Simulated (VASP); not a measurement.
Consider the following.

```yaml
crystal:
  lattice:
    - [0.00000, 3.13656, 3.13656]
    - [3.13656, 0.00000, 3.13656]
    - [3.13656, 3.13656, 0.00000]
  atoms:
    - { symbol: Mg, position: [0.25000, 0.25000, 0.25000] }
    - { symbol: Mg, position: [0.75000, 0.75000, 0.75000] }
    - { symbol: Si, position: [0.00000, 0.00000, 0.00000] }
```

The numbers are results of optB86b-vdW, VASP's PBE PAW potentials (set 64) (plane waves; VASP), not measurements. Numerical set-up: 520 eV cut-off, 6×6×6 Γ-centred mesh, Gaussian smearing of 0.050 eV, potentials Mg Si.

### Question
What does the run give for the energy per atom (σ→0), pressure, band gap (on the k-mesh) with the smallest direct gap where there is one?

### Answer

- band gap (on the k-mesh) = 0.19 eV
- smallest direct gap (on the k-mesh) = 2.14 eV
- energy per atom (σ→0) = -1668 meV/atom
- pressure = 1.78 GPa

Only differences to runs with the same potentials and settings are physical.

The compound is Mg2Si in the antifluorite structure. This cell is one point of a volume scan, at 0.97 of the reference volume.
